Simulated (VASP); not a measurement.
Given:

```xyz
2
Lattice="0.0000 3.2592 3.2592 3.2592 0.0000 3.2592 3.2592 3.2592 0.0000" Properties=species:S:1:pos:R:3 pbc="T T T"
In     6.5184     6.5184     6.5184
Sb     1.6296     1.6296     1.6296
```

Computed with PBEsol GGA, VASP's PBE PAW potentials (set 64) (plane waves; VASP). Numerical set-up: 480 eV cut-off, 10×10×10 Γ-centred mesh, first-order Methfessel-Paxton smearing of 0.10 eV, potentials In_d Sb.

Stress in GPa, positive for a compressed cell; the cube axes lie along x, y and z, and the ions stay on their sites.

| strain | σxx | σyy | σzz |
|---|---|---|---|
| none | 0.04 | 0.04 | 0.04 |
| εxx = +0.5 %, εzz = +0.5 % | -0.43 | -0.29 | -0.43 |
| εxx = -1.0 %, εyy = -1.0 %, εzz = -1.0 % | 1.44 | 1.44 | 1.44 |
| εyy = -0.5 % | 0.21 | 0.35 | 0.21 |

Q: Fit C11 and C12 to these rows, and predict the stress for εxx = +1.5 %, εzz = +1.5 %.

A: Least squares on Δσ_i = −C11 ε_i − C12 (ε_j + ε_k) over all components shown gives C11 = 65 GPa and C12 = 37 GPa, and so σxx, σyy, σzz = -1.48, -1.06, -1.48 GPa. The run gave -1.29, -0.89, -1.29 GPa; the difference holds the non-linear terms and numerical noise.

Left out are shears, moved atoms, failed runs and, from the fit, strains over 2.5 %.

The compound is InSb in the zinc blende structure.
